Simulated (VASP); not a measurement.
Given:

```
TaC
1.0
    0.00000     2.22965     2.22965
    2.22965     0.00000     2.22965
    2.22965     2.22965     0.00000
Ta C
1 1
Direct
  0.00000   0.00000   0.00000
  0.50000   0.50000   0.50000
```

Method: PBE GGA with D4 dispersion, VASP's PBE PAW potentials (set 64) (plane waves; VASP). Numerical set-up: 520 eV cut-off, 16×16×16 Γ-centred mesh, tetrahedra with Blöchl corrections, potentials Ta_pv C.

Task: The job: TaC (rock salt), 2 atoms, PBE-D4, static run, 520 eV, 16×16×16 Γ-centred mesh. Roughly how much core time does it take on a busy server core?

Result: About 60 core-seconds (one run on a shared machine, a rough figure). It had 145 irreducible k-points, 11 bands, up to 609 plane waves and 13 electronic steps.

The compound is TaC in the rock salt structure. It was relaxed first. The electron count is odd and the run is not spin-polarised, which forces a metal.
